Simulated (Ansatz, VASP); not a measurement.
# Al47Zn (Zn in Al(100), 2x2): VASP beside Ansatz, part 2 of 2

One calculation is typed for both programs; each brings its own data sets. How far apart do they land? The structure shown is the start of the Ansatz relaxation below; VASP solves that cell, so the two are compared at the walk's first step.

VASP 6.6.1 and Ansatz 0.2.0.

So far: The starting structure; Ansatz: relaxation, PBE.

### Step 3. VASP: single point, PBE, start cell

Level of this step: PBE; plane waves and PAW (Al, Zn) (VASP).

The same cell, functional, mesh and smearing now go to VASP, with its own data sets.

Lines of VASP's logs that name or quote its potential files are left out, and so is its time.

Contents of INCAR:

```
SYSTEM = Al47Zn
PREC = Accurate
ENCUT = 400
EDIFF = 1E-06
NELM = 120
ISMEAR = -1
SIGMA = 0.1
LREAL = Auto
ALGO = Normal
GGA = PE
NBANDS = 112
LORBIT = 11
LWAVE = .FALSE.
LCHARG = .FALSE.
ISIF = 2
LASPH = .TRUE.
GGA_COMPAT = .FALSE.
KPAR = 4
```

Contents of POSCAR:

```
Al47Zn
1.0
    5.7246940741      0.0000000000      0.0000000000
    0.0000000000      5.7246940741      0.0000000000
    0.0000000000      0.0000000000     24.2878200000
Al Zn
47 1
Direct
    0.0000000000      0.0000000000      0.0416666873
    0.0000000000      0.4999999935      0.0416666873
    0.4999999935      0.0000000000      0.0416666873
    0.4999999935      0.4999999935      0.0416666873
    0.2500000841      0.2500000841      0.1250000206
    0.2500000841      0.7500000776      0.1250000206
    0.7500000776      0.2500000841      0.1250000206
    0.7500000776      0.7500000776      0.1250000206
    0.0000000000      0.0000000000      0.2083333127
    0.0000000000      0.4999999935      0.2083333127
    0.4999999935      0.0000000000      0.2083333127
    0.4999999935      0.4999999935      0.2083333127
    0.2500000841      0.2500000841      0.2916666873
    0.2500000841      0.7500000776      0.2916666873
    0.7500000776      0.2500000841      0.2916666873
    0.7500000776      0.7500000776      0.2916666873
    0.0000000000      0.0000000000      0.3750000206
    0.0000000000      0.4999999935      0.3750000206
    0.4999999935      0.0000000000      0.3750000206
    0.4999999935      0.4999999935      0.3750000206
    0.2500000841      0.2500000841      0.4583333127
    0.2500000841      0.7500000776      0.4583333127
    0.7500000776      0.2500000841      0.4583333127
    0.7500000776      0.7500000776      0.4583333127
    0.0000000000      0.4999999935      0.5416666461
    0.4999999935      0.0000000000      0.5416666461
    0.4999999935      0.4999999935      0.5416666461
    0.2500000841      0.2500000841      0.6250000206
    0.2500000841      0.7500000776      0.6250000206
    0.7500000776      0.2500000841      0.6250000206
    0.7500000776      0.7500000776      0.6250000206
    0.0000000000      0.0000000000      0.7083333127
    0.0000000000      0.4999999935      0.7083333127
    0.4999999935      0.0000000000      0.7083333127
    0.4999999935      0.4999999935      0.7083333127
    0.2500000841      0.2500000841      0.7916666461
    0.2500000841      0.7500000776      0.7916666461
    0.7500000776      0.2500000841      0.7916666461
    0.7500000776      0.7500000776      0.7916666461
    0.0000000000      0.0000000000      0.8750000206
    0.0000000000      0.4999999935      0.8750000206
    0.4999999935      0.0000000000      0.8750000206
    0.4999999935      0.4999999935      0.8750000206
    0.2500000841      0.2500000841      0.9583333127
    0.2500000841      0.7500000776      0.9583333127
    0.7500000776      0.2500000841      0.9583333127
    0.7500000776      0.7500000776      0.9583333127
    0.0000000000      0.0000000000      0.5416666461
```

Contents of KPOINTS:

```
Automatic mesh
0
Gamma
4 4 1
0 0 0
```

Potentials, in the order of the species: Al and Zn (PBE family, release 64).

Run with:

```sh
> mpirun -np 8 vasp_std
```

Numbers of over 12 decimals in the logs are rounded to 6 here.

The program printed:

```text
[banner, memory and clock lines left out]
running    8 mpi-ranks, on    1 nodes
[...]
|                                                                             |
|           W    W    AA    RRRRR   N    N  II  N    N   GGGG   !!!           |
|           W    W   A  A   R    R  NN   N  II  NN   N  G    G  !!!           |
|           W    W  A    A  R    R  N N  N  II  N N  N  G       !!!           |
|           W WW W  AAAAAA  RRRRR   N  N N  II  N  N N  G  GGG   !            |
|           WW  WW  A    A  R   R   N   NN  II  N   NN  G    G                |
|           W    W  A    A  R    R  N    N  II  N    N   GGGG   !!!           |
|                                                                             |
|     For optimal performance we recommend to set                             |
|       NCORE = 2 up to number-of-cores-per-socket                            |
|     NCORE specifies how many cores store one orbital (NPAR=cpu/NCORE).      |
|     This setting can greatly improve the performance of VASP for DFT.       |
|     The default, NCORE=1 might be grossly inefficient on modern             |
|     multi-core architectures or massively parallel machines. Do your        |
|     Unfortunately you need to use the default for GW and RPA                |
|     calculations (for HF NCORE is supported but not extensively tested      |
|     yet).                                                                   |
|                                                                             |

 LDA part: xc-table for (Slater+PW92), standard interpolation
 POSCAR, INCAR and KPOINTS ok, starting setup
[...]
entering main loop
       N       E                     dE             d eps       ncg     rms          rms(c)
DAV:   1     0.229011160626E+03    0.22901E+03   -0.45617E+04  1344   0.909E+02
DAV:   2    -0.151993059931E+03   -0.38100E+03   -0.35521E+03  1544   0.155E+02
DAV:   3    -0.178097876130E+03   -0.26105E+02   -0.24871E+02  1696   0.393E+01
DAV:   4    -0.178773089653E+03   -0.67521E+00   -0.66884E+00  1568   0.677E+00
[...]
DAV:  14    -0.177054356804E+03   -0.22175E-05   -0.65013E-05  1864   0.416E-02    0.454E-02
DAV:  15    -0.177054351670E+03    0.51342E-05   -0.20615E-05  1648   0.263E-02    0.182E-02
DAV:  16    -0.177054352332E+03   -0.66285E-06   -0.44920E-06  1448   0.622E-03
   1 F= -.17705435E+03 E0= -.17666623E+03  d E =-.776236E+00
```

Parts of OUTCAR (step 3):

```text
  Total       -4.6751671     -4.6751671      2.2296018      0.0000000      0.0000000      0.0000000
  in kB       -9.4105417     -9.4105417      4.4879167      0.0000000      0.0000000      0.0000000
  external PRESSURE =      -4.7777222 kB  Pullay stress =       0.0000000 kB

 POSITION                                       TOTAL-FORCE (eV/Angst)
 -----------------------------------------------------------------------------------
      0.00000      0.00000      1.01199        -0.000000     -0.000000     -0.000000
      0.00000      2.86235      1.01199        -0.000000     -0.000000     -0.000000
      2.86235      0.00000      1.01199        -0.000000      0.000000     -0.000000
      2.86235      2.86235      1.01199        -0.000000      0.000000     -0.000000
      1.43117      1.43117      3.03598        -0.018044     -0.018044      0.008355
      1.43117      4.29352      3.03598        -0.018044      0.018044      0.008355
      4.29352      1.43117      3.03598         0.018044     -0.018044      0.008355
      4.29352      4.29352      3.03598         0.018044      0.018044      0.008355
      0.00000      0.00000      5.05996        -0.000000      0.000000     -0.032080
      0.00000      2.86235      5.05996        -0.000000     -0.000000     -0.016950
      2.86235      0.00000      5.05996        -0.000000      0.000000     -0.016950
      2.86235      2.86235      5.05996        -0.000000     -0.000000     -0.006856
      1.43117      1.43117      7.08395        -0.000893     -0.000893      0.023444
      1.43117      4.29352      7.08395        -0.000893      0.000893      0.023444
[...]
-----------------------------------------------------------------------------------
    total drift:                                0.000247      0.000247      0.000138

  FREE ENERGIE OF THE ION-ELECTRON SYSTEM (eV)
  ---------------------------------------------------
  free  energy   TOTEN  =      -177.0543523324 eV

  energy  without entropy=     -176.2781165252  energy(sigma->0) =     -176.66623443

[... 1 further part left out ...]
```

This run has no spin polarisation. Its electron count is odd, so without a moment it is a metal by construction.

### Step 4. Comparison

Known differences besides the potentials themselves: the cutoff is 420 eV in Ansatz and 400 eV in VASP (PREC = Accurate, projectors in real space). Total energies have different zeros and are not compared.

The forces differ by 0.4 meV/Å r.m.s.; no other quantity is compared for this pair.

### Step 5. What came out

- r.m.s. force difference (single point, PBE, start cell): 0.4 meV/Å

In words: The r.m.s. force difference is 0.4 meV/Å (single point, PBE, start cell), within the 12 meV/Å picked in this series as the mark of a large difference. 1 further run of this series is not shown here. How closely two codes agree says nothing of how well the functional describes the real material.

[Lines on the potential files, build, host, timing and source positions are cut from VASP's logs without a mark.]

[Logs are printed without paths, hosts, clocks, repeated set-up lines and the standing remarks that a program may print on its own settings, such as how far it seeks lower states.]

[Hosts, paths, dates, database ids (printed as entryN), source tags and the programs' standing remarks are cut or masked in the printed files.]
